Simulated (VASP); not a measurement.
Method: PBE GGA, VASP's PBE PAW potentials (set 64) (plane waves; VASP 6.6.1).

Input for VASP

File KPOINTS:
```
Regular mesh
0
Gamma
  12 12 12
0 0 0
```

File POSCAR:
```
Na
1
   -2.0541895991     2.0541895991     2.0541895991
    2.0541895991    -2.0541895991     2.0541895991
    2.0541895991     2.0541895991    -2.0541895991
Na
1
Direct
  0.0000000000   0.0000000000   0.0000000000
```

INCAR:
```
# general
SYSTEM = Na
PREC   = Accurate
ENCUT  = 520
LREAL  = .False.   # projection in real space or not
LASPH  = .True.   # aspherical one-centre terms

# electronic loop
EDIFF  = 1E-7   # SCF stop (eV)
NELM   = 100
ALGO   = Normal   # blocked Davidson

# smearing
ISMEAR = 1   # Methfessel-Paxton
SIGMA  = 0.1   # width (eV)

# functional
GGA    = PE   # PBE

# ions
ISIF   = 2

# output
LWAVE  = .False.
LCHARG = .False.
```

POTCAR, in this order: Na_pv (PBE.64 set). Program: vasp_std.

**Question.** Predict the energy per atom (σ→0), band gap (on the k-mesh).

**Answer.** 
| Quantity | Result |
|---|---|
| energy per atom (σ→0) | -1.304 eV/atom |
| band gap (on the k-mesh) | none (metal, semimetal or under 0.01 eV) |

### OSZICAR
```
...
DAV:   3    -0.130180541199E+01   -0.34752E+00   -0.34752E+00  1246   0.253E+01
DAV:   4    -0.130521648964E+01   -0.34111E-02   -0.34111E-02  1302   0.230E+00
DAV:   5    -0.130525276042E+01   -0.36271E-04   -0.36271E-04  1232   0.194E-01    0.211E-01
DAV:   6    -0.130470163518E+01    0.55113E-03   -0.55689E-04  1197   0.376E-01    0.140E-01
DAV:   7    -0.130431946498E+01    0.38217E-03   -0.11154E-03  1162   0.453E-01    0.164E-02
DAV:   8    -0.130431336355E+01    0.61014E-05   -0.46665E-05  1204   0.155E-01    0.212E-03
DAV:   9    -0.130431342403E+01   -0.60486E-07   -0.19529E-07  1141   0.576E-03
   1 F= -.13043134E+01 E0= -.13040607E+01  d E =-.758060E-03
```

The compound is Na in the bcc structure. This cell is one point of a volume scan, at 0.94 of the reference volume.
